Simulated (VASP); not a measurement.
Crystal: Si2Mo.

```
Si Mo
1.0
    -1.60000    1.60000    3.93050
     1.60000   -1.60000    3.93050
     1.60000    1.60000   -3.93050
Si Mo
2 1
Cartesian
  0.0000 0.0000 2.6177
  0.0000 0.0000 5.2433
  0.0000 0.0000 0.0000
```

* Program: VASP 6.6.1
* Task: relaxation of cell and atoms
* Functional: LDA
* Potentials or basis: VASP PAW LDA potentials, release 64 (Si, Mo_sv)
* Cutoff: 350 eV
* k mesh: 10 × 10 × 10
* Occupations: gaussian, width 0.1 eV
* Spin: no spin polarisation

At the start: pressure -6.1 GPa; volume 13.42 Å³/atom.

Task: How do energy, volume and symmetry change on relaxing?

Result: Over 8 steps the energy falls by 9.3 meV/atom and the volume is 13.07 Å³/atom (-2.6 %); space group I4/mmm (No. 139, to 0.05 Å).

Step by step:
```
step  energy change (eV)  largest force (eV/Å)  pressure (GPa)  volume (Å³)
   1              0.0000                0.3838           -6.07        40.25
   2              0.0424                0.1319           12.48        37.36
   3             -0.0255                0.2153            0.31        39.12
   4             -0.0255                0.2114            0.44        39.09
   5             -0.0280                0.0302            0.15        39.17
   6             -0.0280                0.0025            0.11        39.19
   7             -0.0280                0.0048           -0.17        39.23
   8             -0.0280                0.0004           -0.01        39.20
```

Final structure:
```
CELL_PARAMETERS angstrom
-1.58759 1.58759 3.88865
1.58759 -1.58759 3.88865
1.58759 1.58759 -3.88865
ATOMIC_POSITIONS crystal
Si 0.33533 0.33533 0.00000
Si 0.66467 0.66467 0.00000
Mo 0.00000 0.00000 0.00000
```
